When a crystal of tetragonal HfO₂ is stretched or squeezed, do its oxygen atoms simply ride along with the cell, or do they look for new places in it? The energy they gain by moving is a measure of the answer. In these LDA calculations it is small near 10.5 Å³/atom and grows on both sides.

VASP 6.6.1 calculations of tetragonal HfO₂ (P4₂/nmc, six-atom cell) with the LDA, the recommended PAW potentials (Hf_pv, O), a 600 eV cutoff, a 6 × 6 × 4 k mesh and Fermi–Dirac smearing of 0.05 eV, without spin polarisation. Atoms were relaxed at fixed cell volume and shape, except in the phonon run at 10.495 Å³/atom.

| volume (relaxed cell) (Å³/atom) | c/a (relaxed cell) | shortest distance (relaxed cell) (Å) | energy drop per atom (meV) |
| --- | --- | --- | --- |
| 10.284 | 1.4395 | 2.045 | 0.800 |
| 10.289 | 1.4388 | 2.045 | 0.800 |
| 10.495 | 1.4389 | 2.049 | 0.000 |
| 10.597 | 1.4388 | 2.051 | 0.200 |
| 10.707 | 1.4402 | 2.052 | 0.500 |
| 10.814 | 1.4388 | 2.054 | 1.300 |
| 10.911 | 1.4392 | 2.055 | 2.500 |
| 10.916 | 1.4401 | 2.055 | 2.200 |

The energy drop per atom is the energy at the start of a run minus the energy at its end. Each relaxation began from a cell near 10.5 Å³/atom that was scaled to the new volume with its oxygens carried along. The place of the minimum therefore reflects this choice of start; what the crystal itself decides is how fast the drop grows away from it. The column heads speak of a relaxed cell, but volume and shape were held fixed and only the atoms moved. The row at 10.495 is a phonon calculation at nearly constant energy, so its zero isn't a measured relaxation gain. The rows are also a selection: runs that failed or met a known fault of the program, and some with graver warnings, were left out.

A tempting explanation is that the drop comes from the crystal springing back from its change of volume. It even fits: a drop proportional to the strain energy left at the end misses the seven relaxation runs by 0.11 meV/atom (rms). Yet a cell of fixed volume can't release its volume strain. At 10.916 the energy falls by 2.2 meV/atom and still ends about 10 meV/atom above the row at 10.495. The fit works because both energies grow roughly as the square of the volume change. What the drop releases is only the extra energy of atoms held at their scaled positions.

A second suspect is the cell shape, since the imposed c/a differs slightly between rows. Three rows, at 10.289, 10.597 and 10.814, share the same printed c/a, and their drops still differ by up to a factor of about eight (from the unrounded energies). The trend therefore doesn't need a change of shape.

What remains is the place of the oxygen. Each Hf has four near oxygens and four farther ones, because the oxygens sit above or below the height they would have in cubic fluorite. Symmetry leaves them free to move only along the long axis of the cell. In perfect fluorite the symmetry would fix every atom, and a uniform change of volume would give no drop at all.

Two limits show what the free height does. If the oxygens rode along, both kinds of contact would stretch in proportion. If the short bonds were rigid, the oxygens would shift until the long contacts took up all the strain. The crystal is nearer to the second limit: from the smallest to the largest volume the short contact grows by 0.010 Å, only a quarter of the 0.041 Å that riding along would give, while the long one grows by 0.086 Å. The natural reading is that the short bonds are stiff and the long ones soft, so expansion drives the oxygens farther from the fluorite height and compression brings them back.

The offset $\delta$ from that height follows from the table through

$$d^2=(a/2)^2+(c/4-\delta)^2,$$

where $d$ is the shortest distance and $a$ and $c$ are the cell edges, given by the volume of the six-atom cell and c/a. Let $x$ be the shift from the starting offset to the final one, and let each oxygen sit on a spring of stiffness $K$. Four oxygens shared among six atoms give

$$\Delta E=\frac{4}{6}\cdot\frac{1}{2}Kx^2=\frac{Kx^2}{3}.$$

One stiffness, fitted to the seven relaxation runs, makes $K/3$ about 1580 meV/Å². At 10.284, a row in the fit, the shift is 0.0214 Å and the estimate is $1580\times0.0214^2\approx0.72$ meV/atom, a tenth below the computed 0.80.

With starting offsets scaled from the first row, the spring misses the runs by 0.12 meV/atom (rms), no better than the tempting explanation, so the quality of this fit doesn't choose between them. Its stiffness can be held against something else, though. It corresponds to an oxygen vibration near 270 to 280 cm⁻¹, depending on the starting offset assumed. Of the five non-degenerate optical modes in the phonon run, three lie at 238, 288 and 327 cm⁻¹, and the other two are more than twice as high as the estimate. The Born charges and the ionic dielectric constant of that run identify the mode at 327 cm⁻¹ as a polar one, in which hafnium moves against oxygen. In the relaxation as many oxygens move up as down, so it isn't polar. The mode patterns of the phonon run decide between the other two: at 238 cm⁻¹ almost only hafnium moves, while at 288 cm⁻¹ only oxygen moves, in exactly the pattern of the relaxation. The spring estimate lies a few per cent below this one mode. That supports the stiffness, though not to its last digits, since the mode was computed at a single volume and the fit rests on scaled starting offsets.

That scaling is a simplification, because the runs didn't all start from the same relative oxygen height. An error in the start weighs most at 10.597, where the shift is tiny and the spring gives only half the drop. At the two largest volumes it reverses the order of the shifts. Scaling gives a starting offset of 0.227 Å for both, but the recorded starting positions give 0.2254 Å at 10.911 and 0.2290 Å at 10.916. From there the oxygens move 0.0405 Å at 10.911 and only 0.0374 Å at 10.916, and the stiffness fitted above then gives drops of about 2.6 and 2.2 meV/atom, close to the computed 2.5 and 2.2. This explains why the drop is larger in the slightly smaller cell. The strain energy left at the end would put the two rows the other way round. The printed output after this page gives the row-by-row comparison, with the scaled offsets rather than the recorded ones.

The proportionality that misled at first has a practical use. The drop is what a calculation with oxygens merely carried along would add to the energy cost of changing the volume. In these runs that is between about 20 and 37 % of the cost found with relaxed oxygens, the highest share belonging to the row at 10.597, where both energies are below half a meV/atom. For an energy–volume curve of this phase, let the oxygens relax at every volume, even when the forces at the starting volume were already negligible. The stress left in these runs differs between the short and long axes, so the cell shape should be relaxed too.

Output of the analysis:

```
fit of gain on 7 rows (relaxrun > 0): coefficient of shiftsq 1580 +/- 53; rms 0.118, worst 10.916 0.21, leave-one-out rms 0.178
  rows outside the fit (model, value, miss): 10.495 0.007821, 0.008333, -0.000512
fit of gain on 7 rows (relaxrun > 0): coefficient of excess 0.2355 +/- 0.0074; rms 0.111, worst 10.911 -0.22, leave-one-out rms 0.163
  rows outside the fit (model, value, miss): 10.495 0, 0.008333, -0.00833
Energies in meV/atom and oxygen offsets in Å:
     row      drop  strain energy left  offset at start  offset at end  spring model  strain model
  10.284       0.8               3.908           0.2225         0.2012        0.7223        0.9204
  10.289    0.8117               3.707           0.2226         0.2019        0.6759        0.8729
  10.495  0.008333                   0           0.2241         0.2218      0.007821             0
  10.597    0.1567              0.4233           0.2248         0.2316        0.0742       0.09969
  10.707    0.5483               2.335           0.2256         0.2443         0.555        0.5499
  10.814     1.292               5.702           0.2263         0.2549          1.29         1.343
  10.911     2.543               9.865            0.227         0.2659         2.392         2.323
  10.916     2.247               10.05            0.227         0.2664         2.456         2.367
Hf-O contacts and oxygen shift in Å:
     row  short at start  short at end  long at start  long at end  oxygen shift
  10.284           2.034         2.045          2.293        2.279      -0.02138
  10.289           2.034         2.045          2.293         2.28      -0.02068
  10.495           2.048         2.049          2.309        2.307     -0.002225
  10.597           2.054         2.051          2.316        2.321      0.006853
  10.707           2.061         2.052          2.324        2.336       0.01874
  10.814           2.068         2.054          2.332         2.35       0.02857
  10.911           2.075         2.055          2.339        2.364       0.03891
  10.916           2.075         2.055          2.339        2.365       0.03943
frequency implied by the spring stiffness (cm^-1): 283.8
same frequency with the phonon row as start (cm^-1): 268.8
difference in start offset that would explain 10.911 against 10.916 (Å): 0.002412
growth of the short contact over the whole volume range (Å): 0.01
growth of the long contact over the whole volume range (Å): 0.08552
largest over smallest drop among the rows with c/a 1.4388: 8.245
```
